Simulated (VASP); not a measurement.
## Al: density of states with PBEsol

Al:

```
Al
1.0
     0.00000    2.00801    2.00801
     2.00801    0.00000    2.00801
     2.00801    2.00801    0.00000
Al
1
Direct
  0.00000 0.00000 0.00000
```

| Quantity | Value |
| --- | --- |
| Program | VASP 6.6.1 |
| Task | density of states |
| Functional | PBEsol |
| Potentials or basis | VASP PAW PBE potentials, release 64 (Al) |
| Cutoff | 520 eV |
| k mesh | 18 × 18 × 18 |
| Occupations | gaussian, width 0.1 eV |
| Spin | no spin polarisation |
| k mesh for the DOS | 27 × 27 × 27 |
| Occupations for the DOS | tetrahedron |
| Further INCAR settings | ALGO = Normal; EDIFF = 1e-07; NBANDS = 8 |

The valence electrons inside the program's atomic spheres are Al 0.77.

Levels at points of the mesh, in eV from the Fermi level:
```csv
k point,band 1,band 2,band 3,band 4
"(0.00, 0.00, 0.00)",-11.28,12.68,12.68,12.68
```

States per cell in windows of 1 eV (zero at the Fermi level; states under -8 eV left out):
```csv
from (eV),total,Al1_p,Al1_s,Al1_d
-8.0,0.22,0.02,0.04,0.00
-7.0,0.26,0.02,0.05,0.00
-6.0,0.29,0.03,0.04,0.00
-5.0,0.31,0.04,0.04,0.00
-4.0,0.35,0.05,0.04,0.00
-3.0,0.37,0.06,0.04,0.00
-2.0,0.36,0.05,0.03,0.00
-1.0,0.37,0.06,0.03,0.00
0.0,0.42,0.06,0.04,0.00
1.0,0.43,0.06,0.04,0.00
2.0,0.44,0.06,0.04,0.00
3.0,0.48,0.07,0.05,0.00
4.0,0.51,0.09,0.05,0.00
5.0,0.55,0.11,0.04,0.00
6.0,0.56,0.12,0.03,0.00
7.0,0.53,0.11,0.02,0.00
```

It took 52 s on 1 thread of AMD EPYC 7R13 Processor (Zen 3) (shared host), peak memory 0.15 GiB.
